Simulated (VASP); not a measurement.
Given:

```xyz
2
Lattice="0.0000 2.2751 2.2751 2.2751 0.0000 2.2751 2.2751 2.2751 0.0000" Properties=species:S:1:pos:R:3 pbc="T T T"
Ga     0.0000     0.0000     0.0000
N      3.4127     3.4127     3.4127
```

Computed with PBE GGA, VASP's PBE PAW potentials (set 64) (plane waves; VASP 6.6.1). Settings: 530 eV cut-off, 9×9×9 Γ-centred mesh, Gaussian smearing of 0.050 eV, potentials Ga_d N.

Predict the energy per atom (σ→0), band gap (on the k-mesh) with the smallest direct gap where there is one.

| Property | Value |
|---|---|
| band gap (on the k-mesh) | 1.54 eV |
| smallest direct gap (on the k-mesh) | 1.54 eV |
| energy per atom (σ→0) | -6.077 eV/atom |

The compound is GaN in the zinc blende structure, a metastable form; wurtzite is the usual one. It was relaxed first. The start is the result of an earlier pass.
